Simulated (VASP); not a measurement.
Consider the following.

```
CELL_PARAMETERS angstrom
      3.40297     0.00000     0.00000
      0.00000     3.40297     0.00000
      0.00000     0.00000     3.40297
ATOMIC_POSITIONS crystal
  Tb 0.50000 0.50000 0.50000
  Rh 0.00000 0.00000 0.00000
```

These are r2SCAN+rVV10, VASP's PBE PAW potentials (set 64) (plane waves; VASP 6.6.1) values and carry that method's errors. Settings: 400 eV cut-off, 12×12×12 Γ-centred mesh, tetrahedra with Blöchl corrections, potentials Tb_3 Rh_pv.

The 4f electrons are frozen in the core of the lanthanide potential, so 4f levels, which can set the real gap, and their magnetism are missing.

Problem. Give the energies of bands 7 to 15 at the high-symmetry points, in eV from the Fermi level.

Solution. 
```tsv
band	Γ	X	M	R
7	-6.29	-3.10	-4.47	-2.52
8	-4.21	-3.10	-4.05	-2.52
9	-4.21	-2.62	-2.90	-2.52
10	-1.86	-1.97	-2.90	-1.23
11	-1.86	-1.97	-0.69	-1.23
12	-1.86	-1.50	0.26	-1.23
13	2.50	0.46	2.18	-0.64
14	2.50	0.56	2.18	-0.64
15	6.79	2.58	3.20	5.30
```

It has no gap at this level: it comes out as a metal or semimetal.

The structure comes from a measured TbRh entry (Pm-3m) of the Crystallography Open Database, whose conditions weren't checked. It was relaxed first.
